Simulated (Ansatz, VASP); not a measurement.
**BaC3: VASP beside Ansatz**

```
Ba C
1.0
     5.60606    0.00000    0.00000
    -2.80303    4.85499    0.00000
     0.00000    0.00000    4.49973
Ba C
2 6
Cartesian
  0.0000 3.2367 1.1249
  2.8030 1.6183 3.3748
  2.8030 3.2334 1.1249
  -1.3987 4.0442 3.3748
  1.4043 0.8108 1.1249
  0.0000 1.6216 3.3748
  4.2017 0.8108 1.1249
  1.3987 4.0442 3.3748
```

Alike in both runs: task single point; functional PBE; k mesh 6 × 6 × 4; occupations gaussian, width 0.1 eV; no spin polarisation.

```csv
,VASP,Ansatz
version,VASP 6.6.1,Ansatz 0.2.0
potentials or method,"VASP PAW PBE potentials, release 64 (Ba_sv, C)","scalar-relativistic, plane waves, PAW"
plane-wave cutoff (eV),520,420
valence electrons in the cell,44,44
```

|  | VASP | Ansatz | Ansatz less VASP |
| --- | --- | --- | --- |
| gap on the k mesh at the Fermi level (eV) | none | none | - |
| pressure (GPa) | 1.5 | -0.7 | -2.17 |
| largest component of the traceless stress (GPa) | 7.29 | 7.94 | +0.650 |
| rms of the force components (eV/Å) | 0.723 | 0.669 | -0.0534 |

Atom by atom the forces differ by 0.053 eV/Å (rms over components). A gap of «none» marks a metal or a gap that the smearing closes.

Caveats: forces of over 1 eV/Å show positions far from the minimum, so gaps and moduli don't describe the material at rest. The runs have no spin-orbit coupling, so splittings on Ba are missing.
